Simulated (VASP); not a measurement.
Given:

```xyz
5
Lattice="1.8825 -3.2606 0.0000 1.8825 3.2606 0.0000 0.0000 0.0000 5.1081" Properties=species:S:1:pos:R:3 pbc="T T T"
La     1.8825     1.0869     1.1456
La     1.8825    -1.0869     3.9626
O      0.0000     0.0000     0.0000
O      1.8825     1.0869     3.3832
O      1.8825    -1.0869     1.7249
```

Calculation: PBEsol GGA, VASP's PBE PAW potentials (set 64) (plane waves; VASP). Numerical set-up: 620 eV cut-off, 7×7×5 Γ-centred mesh, Gaussian smearing of 0.050 eV, potentials La O.

Q: What does the run give for the energy per atom (σ→0), pressure?

A: 
energy per atom (σ→0): -806.0 kJ/mol of atoms
pressure: 45.10 GPa

The absolute energy has meaning only against runs of the same code, potentials and settings.

The compound is La2O3 in the a-type structure. It was relaxed first under an external pressure of 45 GPa.
